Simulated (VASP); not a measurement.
Here is a VASP 6.6.1 calculation.

The input INCAR:

```
PREC     = Accurate       # precision mode
ENCUT    = 600            # plane-wave cutoff, eV
EDIFF    = 1E-6           # SCF threshold, eV
ISMEAR   = 0              # smearing method
SIGMA    = 0.05           # smearing width, eV
LREAL    = False          # projectors in reciprocal space
LASPH    = True           # aspherical terms in the spheres
NELM     = 80             # most SCF steps
ALGO     = Normal         # electronic algorithm
ISIF     = 3              # what is computed and relaxed
LWAVE    = False          # write WAVECAR
LCHARG   = False          # write CHGCAR
METAGGA  = R2SCAN         # meta-GGA
LMIXTAU  = True         
IBRION   = 2              # ionic algorithm
NSW      = 60             # ionic steps
EDIFFG   = -0.02          # ionic threshold
```

The input KPOINTS:

```
Automatic mesh
0
Gamma
  8 8 5
```

The input POSCAR:

```
SbP
1.0
    3.6321932900      0.0000000000      0.0000000000
   -1.8160966500      3.1455716600      0.0000000000
    0.0000000000      0.0000000000      5.6588832400
Sb P
1 1
Direct
    0.3333333300      0.6666666700      0.5000000000
    0.0000000000      0.0000000000      0.0000000000
```

Potentials or basis: VASP PAW PBE potentials, release 64 (Sb, P).

Launch:

```console
$ cat potpaw_PBE.64/Sb/POTCAR potpaw_PBE.64/P/POTCAR > POTCAR
$ mpirun -np 1 vasp_std > vasp.out
```

Task: Predict the space group after relaxing (to 0.05 Å).

Result: P-6m2 (No. 187).

Task: Estimate the relaxed cell.

Result: a = 3.721 Å, b = 3.721 Å, c = 3.676 Å, α = 90.00°, β = 90.00°, γ = 120.00°.

Task: What does it give for the relaxed volume?

Result: 22.04 Å³/atom.

Task: Estimate the band gap on the k mesh.

Result: None (metal or under the smearing width).

Stress tensor (GPa, compression positive):
```
 0.07  0.00  0.00
 0.00  0.07  0.00
 0.00  0.00 -0.02
```

Caveat: the volume moved by over 15 % at a fixed basis, so the end points are rough; the PAW data sets were made with another functional, which shifts forces and pressure a little. Spin-orbit coupling is left out, which matters for the levels of Sb.
